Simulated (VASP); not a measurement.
```
Sb
1.0
    2.15987     1.24700     3.79962
   -2.15987     1.24700     3.79962
    0.00000    -2.49400     3.79962
Sb
2
Direct
  0.26826   0.26826   0.26826
  0.73174   0.73174   0.73174
```

The numbers are results of PBE GGA, VASP's PBE PAW potentials (set 64) (plane waves; VASP 6.6.1), not measurements. Numerical set-up: 300 eV cut-off, 6×6×6 Γ-centred mesh, Fermi-Dirac smearing of 0.10 eV, potentials Sb.

Which forces act on the atoms, in eV/Å?

```
atom     Fx     Fy      Fz
----  -----  -----  ------
Sb1   0.000  0.000  -0.252
Sb2   0.000  0.000   0.252
```

Give the stress tensor in GPa (positive for a compressed cell).

```
2.55  0.00  0.00
0.00  2.55  0.00
0.00  0.00  2.22
```
The pressure is its mean diagonal, 2.44 GPa.

The structure comes from a computed database's Sb entry; how it stands against other phases isn't given here. The cell was not relaxed at this level.
